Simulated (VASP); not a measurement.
Method: PBEsol GGA, VASP's PBE PAW potentials (set 64) (plane waves; VASP).

A VASP calculation is set up with these files.

**POSCAR**
```
PbO
1
    0.0000000000     2.7857997335     2.7857997335
    2.7857997335     0.0000000000     2.7857997335
    2.7857997335     2.7857997335     0.0000000000
Pb O
1 1
Direct
  0.0000000000   0.0000000000   0.0000000000
  0.2500000000   0.2500000000   0.2500000000
```

INCAR:
```
SYSTEM = PbO
PREC = Accurate
ENCUT = 520
EDIFF = 1E-7
NELM = 100
ALGO = Normal
LREAL = .FALSE.
LASPH = .TRUE.
ISMEAR = 0
SIGMA = 0.05
GGA = PS
LMAXMIX = 4
LWAVE = .FALSE.
LCHARG = .FALSE.
LORBIT = 11
ICHARG = 11
```

KPOINTS:
```
k-points along high-symmetry lines
15
Line-mode
Reciprocal
  0.000000   0.000000   0.000000 ! GAMMA
 -0.500000  -0.500000   0.000000 ! X

 -0.500000  -0.500000   0.000000 ! X
 -0.375000  -0.375000   0.250000 ! U

 -0.375000   0.000000   0.375000 ! K
  0.000000   0.000000   0.000000 ! GAMMA

  0.000000   0.000000   0.000000 ! GAMMA
  0.000000   0.000000   0.500000 ! L

  0.000000   0.000000   0.500000 ! L
 -0.500000  -0.250000   0.250000 ! W

 -0.500000  -0.250000   0.250000 ! W
 -0.500000  -0.500000   0.000000 ! X
```

POTCAR, in this order: Pb_d O (PBE.64 set). Program: vasp_std. Read from the step before: CHGCAR.

What VASP printed:

File OUTCAR:
```
 ion  position               nearest neighbor table
   1  0.000  0.000  0.000-   2 2.41   2 2.41   2 2.41   2 2.41
   2  0.250  0.250  0.250-   1 2.41   1 2.41   1 2.41   1 2.41
  LATTYP: Found a face centered cubic cell.
 ALAT       =     5.5715994670
 Subroutine PRICEL returns:
 Original cell was already a primitive cell.
 Subroutine GETGRP returns: Found 24 space group operations
The static configuration has the point symmetry T_d .
The dynamic configuration has the point symmetry T_d .
 Subroutine INISYM returns: Found 24 space group operations
   k-points           NKPTS =     90   k-points in BZ     NKDIM =     90   number of bands    NBANDS=     14
   number of dos      NEDOS =    301   number of ions     NIONS =      2
   total plane-waves  NPLWV =  27000
   dimension x,y,z NGX =    30 NGY =   30 NGZ =   30
   dimension x,y,z NGXF=    60 NGYF=   60 NGZF=   60
   ions per type =               1   1
   PREC   = accura    normal or accurate (medium, high low for compatibility)
   ISTART =      0    job   : 0-new  1-cont  2-samecut
   ICHARG =     11    charge: 1-file 2-atom 10-const
   ISPIN  =      1    spin polarized calculation?
   LNONCOLLINEAR =      F non collinear calculations
   LSORBIT =      F    spin-orbit coupling
   INIWAV =      1    electr: 0-lowe 1-rand  2-diag
   ENCUT  =  520.0 eV  38.22 Ry    6.18 a.u.   7.33  7.33  7.33*2*pi/ulx,y,z
...
```

### OSZICAR
```
       N       E                     dE             d eps       ncg     rms          rms(c)
DAV:   1     0.168138843511E+03    0.16814E+03   -0.10459E+04  2542   0.159E+03
DAV:   2     0.394480669661E+01   -0.16419E+03   -0.15964E+03  2766   0.383E+02
DAV:   3    -0.102917428265E+02   -0.14237E+02   -0.13919E+02  3146   0.117E+02
DAV:   4    -0.106288825051E+02   -0.33714E+00   -0.33698E+00  2734   0.214E+01
DAV:   5    -0.106407038946E+02   -0.11821E-01   -0.11821E-01  3234   0.394E+00
DAV:   6    -0.106412610719E+02   -0.55718E-03   -0.55718E-03  3182   0.725E-01
DAV:   7    -0.106412740367E+02   -0.12965E-04   -0.12965E-04  3408   0.872E-02
DAV:   8    -0.106412742756E+02   -0.23889E-06   -0.23864E-06  2894   0.105E-02
DAV:   9    -0.106412742777E+02   -0.21410E-08   -0.17981E-08  1624   0.126E-03
   1 F= -.10641274E+02 E0= -.10641274E+02  d E =-.139757E-06
```

File OUTCAR:
```
 val. band max:        4.6862710084   @ k =  -0.5000  -0.2500   0.2500

 cond. band min:       4.9965894349   @ k =  -0.5000  -0.5000   0.0000



 k-point     1 :       0.0000    0.0000    0.0000
  band No.  band energies     occupation
      1     -13.0422      2.00000
      2     -11.6612      2.00000
      3     -11.6612      2.00000
      4     -11.6612      2.00000
      5     -11.5498      2.00000
      6     -11.5498      2.00000
      7      -2.1919      2.00000
      8       2.3213      2.00000
      9       2.3213      2.00000
     10       2.3213      2.00000
     11       9.9452      0.00000
     12       9.9452      0.00000
     13       9.9452      0.00000
     14      12.7535      0.00000

 k-point     2 :      -0.0357   -0.0357    0.0000
  band No.  band energies     occupation
      1     -13.0439      2.00000
      2     -11.6594      2.00000
      3     -11.6594      2.00000
      4     -11.6516      2.00000
      5     -11.5505      2.00000
      6     -11.5492      2.00000
      7      -2.2074      2.00000
      8       2.3036      2.00000
      9       2.3036      2.00000
     10       2.3472      2.00000
     11       9.7677      0.00000
     12       9.9482      0.00000
     13       9.9482      0.00000
     14      12.9683      0.00000

 k-point     3 :      -0.0714   -0.0714    0.0000
  band No.  band energies     occupation
      1     -13.0494      2.00000
      2     -11.6542      2.00000
      3     -11.6542      2.00000
      4     -11.6234      2.00000
      5     -11.5523      2.00000
      6     -11.5474      2.00000
      7      -2.2528      2.00000
      8       2.2516      2.00000
      9       2.2516      2.00000
     10       2.4228      2.00000
     11       9.3465      0.00000
     12       9.9583      0.00000
     13       9.9583      0.00000
     14      13.4969      0.00000

 k-point     4 :      -0.1071   -0.1071    0.0000
  band No.  band energies     occupation
      1     -13.0583      2.00000
...
```

The density is held fixed in this step, so its total energy and stress have no physical meaning. Unless said otherwise, spin-orbit coupling is left out, though it shifts the bands of the heavy elements here.

The structure was generated: PbO was put into the zinc blende type (F-43m), which need not be its known phase. It was relaxed first, which changed the volume by +47 %.
